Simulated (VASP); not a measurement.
All values below come from PBE GGA, VASP's PBE PAW potentials (set 64) (plane waves; VASP).

A VASP calculation is set up with these files.

POSCAR:
```
SnSe2
3.810
  0.5000000000  -0.8660254593   0.0000000000
  0.5000000000   0.8660254593   0.0000000000
  0.0000000000   0.0000000000   1.6115485564
Sn Se
1 2
Cart
  0.0000000000   0.0000000000   0.0000000000
  0.5000000000   0.2886757305   0.4028871391
  0.5000000000  -0.2886757305   1.2086614173
```

**INCAR**
```
# general
SYSTEM =SnSe2
PREC   =Accurate
ENCUT  =300
LREAL  =.False.
LASPH  =.True.

# electronic loop
EDIFF  =1E-6
NELM   =100
ALGO   =Normal
LMAXMIX=4

# smearing
ISMEAR =-1
SIGMA  =0.05

# functional
GGA    =PE

# ions
ISIF   =2

# output
LWAVE  =.False.
LCHARG =.False.
```

**KPOINTS**
```
Automatic mesh
0
Gamma
2 2 1
0 0 0
```

POTCAR, in this order: Sn_d Se (PBE.64 set). Program: vasp_std.

What VASP printed:

**OUTCAR**
```
 ion  position               nearest neighbor table
   1  0.000  0.000  0.000-   2 2.68   3 2.68   3 2.68   2 2.68   3 2.68   2 2.68
   2  0.333  0.667  0.250-   1 2.68   1 2.68   1 2.68
   3  0.667  0.333  0.750-   1 2.68   1 2.68   1 2.68
  LATTYP: Found a hexagonal cell.
 ALAT       =     3.8100001832
 C/A-ratio  =     1.6115484789
 Subroutine PRICEL returns:
 Original cell was already a primitive cell.
 Subroutine GETGRP returns: Found 12 space group operations
The static configuration has the point symmetry D_3d.
The dynamic configuration has the point symmetry D_3d.
 Subroutine INISYM returns: Found 12 space group operations
 Subroutine IBZKPT returns following result:
 Found      2 irreducible k-points:

 Following reciprocal coordinates:
            Coordinates               Weight
  0.000000  0.000000  0.000000      1.000000
  0.500000 -0.000000  0.000000      3.000000
   k-points           NKPTS =      2   k-points in BZ     NKDIM =      2   number of bands    NBANDS=     17
   number of dos      NEDOS =    301   number of ions     NIONS =      3
   total plane-waves  NPLWV =  20736
   dimension x,y,z NGX =    24 NGY =   24 NGZ =   36
   dimension x,y,z NGXF=    48 NGYF=   48 NGZF=   72
...
```

**OSZICAR**
```
       N       E                     dE             d eps       ncg     rms          rms(c)
DAV:   1     0.160622715974E+03    0.16062E+03   -0.97365E+03    68   0.125E+03
DAV:   2     0.169322671001E+01   -0.15893E+03   -0.15687E+03    92   0.316E+02
DAV:   3    -0.102153032348E+02   -0.11909E+02   -0.11886E+02    80   0.916E+01
DAV:   4    -0.104968197095E+02   -0.28152E+00   -0.28136E+00    79   0.161E+01
DAV:   5    -0.105034671261E+02   -0.66474E-02   -0.66468E-02    87   0.223E+00    0.531E+00
DAV:   6    -0.101217447467E+02    0.38172E+00   -0.91128E-01    93   0.958E+00    0.358E+00
DAV:   7    -0.101066319607E+02    0.15113E-01   -0.19410E-01    70   0.287E+00    0.133E+00
DAV:   8    -0.101099270939E+02   -0.32951E-02   -0.16980E-02    77   0.142E+00    0.325E-01
DAV:   9    -0.101115185488E+02   -0.15915E-02   -0.26163E-03    84   0.435E-01    0.105E-01
DAV:  10    -0.101115465836E+02   -0.28035E-04   -0.14616E-04    85   0.111E-01    0.500E-02
DAV:  11    -0.101116209019E+02   -0.74318E-04   -0.97638E-05    68   0.611E-02    0.144E-02
DAV:  12    -0.101116240891E+02   -0.31873E-05   -0.53001E-06    93   0.156E-02    0.500E-03
DAV:  13    -0.101116247698E+02   -0.68065E-06   -0.19480E-06    59   0.874E-03
   1 F= -.10111625E+02 E0= -.10111614E+02  d E =-.223575E-04
```

OUTCAR:
```
------------------------ aborting loop because EDIFF is reached ----------------------------------------
  FORCE on cell =-STRESS in cart. coord.  units (eV):
  Direction    XX          YY          ZZ          XY          YZ          ZX
  --------------------------------------------------------------------------------------
  Total        5.6328645      5.6328652      1.6760825      0.0000000      0.0000000      0.0000000
  in kB      116.9205646    116.9205796     34.7902049      0.0000000      0.0000000      0.0000000
  external PRESSURE =      89.5437831 kB  Pullay stress =       0.0000000 kB
  volume of cell :       77.19
      direct lattice vectors                 reciprocal lattice vectors
     1.905000000 -3.299557000  0.000000000     0.262467192 -0.151535494  0.000000000
     1.905000000  3.299557000  0.000000000     0.262467192  0.151535494  0.000000000
     0.000000000  0.000000000  6.140000000     0.000000000  0.000000000  0.162866450
 POSITION                                       TOTAL-FORCE (eV/Angst)
 -----------------------------------------------------------------------------------
      0.00000      0.00000      0.00000         0.000000      0.000000      0.000000
      1.90500      1.09985      1.53500         0.000000     -0.000000      1.446881
      1.90500     -1.09985      4.60500        -0.000000     -0.000000     -1.446881
 -----------------------------------------------------------------------------------
    total drift:                               -0.000000      0.000000      0.000000
  FREE ENERGIE OF THE ION-ELECTRON SYSTEM (eV)
  ---------------------------------------------------
  free  energy   TOTEN  =       -10.1116247698 eV

  energy  without entropy=      -10.1116024123  energy(sigma->0) =      -10.11161359
```
(Selected blocks of OUTCAR.)

At this cut-off the stress carries a Pulay error, which pulls relaxed volumes low.

The structure is a typed SnSe2 crystal (P-3m1). The cell was not relaxed at this level. The k-mesh is coarse (spacing up to 1.02 per Å, 2π included), so the numbers may not be converged in it. The run is one of a series of settings (KPOINTS 2×2×1 Γ-centred mesh against the base run), some of them coarse on purpose.
